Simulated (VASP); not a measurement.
A cell of Sr (fcc) near equilibrium:

```
Sr
1.0
    0.00000     3.04777     3.04777
    3.04777     0.00000     3.04777
    3.04777     3.04777     0.00000
Sr
1
Cartesian
  0.00000   0.00000   0.00000
```

Level of theory: r2SCAN meta-GGA, VASP's PBE PAW potentials (set 64) (plane waves; VASP 6.6.1).

```tsv
run	ΔE (meV/atom)	σxx	σyy	σzz	largest shear component, with its sign (GPa)	largest force (eV/Å)
as it is	0.0	0.06	0.06	0.06	0.00	0.000
after one change	0.2	0.11	0.12	0.11	0.00	0.000
```
Stress is in GPa, positive when the cell is compressed.

Q: Which change was made?
A. isotropic strain of -3.0 %
B. uniaxial strain of -0.5 % along y
C. isotropic strain of -4.0 %

A: B, uniaxial strain of -0.5 % along y

The compound is Sr in the fcc structure.
